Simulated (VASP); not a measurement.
MgO (Periclase), 2 atoms in the cell. It takes space group Fm-3m (No. 225, cubic). Conventional cell: a = 4.217 Å, b = 4.217 Å, c = 4.217 Å, α = 90.00°, β = 90.00°, γ = 90.00°. Around Mg (site symmetry m-3m) lie 6 O at 2.11 Å. O (site symmetry m-3m) is surrounded by 6 Mg at 2.11 Å. 

| Item | Value |
| --- | --- |
| Program | VASP 6.6.1 |
| Task | relaxation of cell and atoms |
| Functional | r2SCAN |
| Potentials or basis | VASP PAW PBE potentials, release 64 (Mg, O) |
| Cutoff | 600 eV |
| k mesh | 12 × 12 × 12 |
| Occupations | gaussian, width 0.03 eV |
| Spin | no spin polarisation |
| Further INCAR settings | ALGO = Normal; EDIFF = 1e-06; IBRION = 2; EDIFFG = -0.01; NSW = 90; ISIF = 3 |

Potentials or basis: VASP PAW PBE potentials, release 64 (Mg, O).

Launch:

```sh
$ cat potpaw_PBE.64/Mg/POTCAR potpaw_PBE.64/O/POTCAR > POTCAR
$ mpirun -np 1 vasp_std > vasp.out
```

Hardware: 1 thread of AMD EPYC 7R43 64-Core Processor (Zen 3), with other jobs on the host.

Problem. Estimate the wall time of this run.

Solution. Run time: 7.5 min on 1 thread of AMD EPYC 7R43 64-Core Processor (Zen 3), with other jobs on the host, peak memory 0.12 GiB. Counts: scf iterations 38, k points 72, ion steps 3.
